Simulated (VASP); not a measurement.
Consider the following.

```xyz
1
Lattice="0.0000 2.1556 2.1556 2.1556 0.0000 2.1556 2.1556 2.1556 0.0000" Properties=species:S:1:pos:R:3 pbc="T T T"
Ag     0.0000     0.0000     0.0000
```

Level of theory: vdW-DF2, VASP's PBE PAW potentials (set 64) (plane waves; VASP). Run with 520 eV cut-off, 16×16×16 Γ-centred mesh, tetrahedra with Blöchl corrections, potentials Ag.

Task: What does the run give for the energy per atom (σ→0), band gap (on the k-mesh) with the smallest direct gap where there is one?

Result: 
The band gap (on the k-mesh) comes out as none (metal, semimetal or under 0.01 eV) and the energy per atom (σ→0) comes out as 0.615 eV/atom.

Only differences to runs with the same potentials and settings are physical.

The compound is Ag in the fcc structure. It was relaxed first, which changed the volume by +17 %.
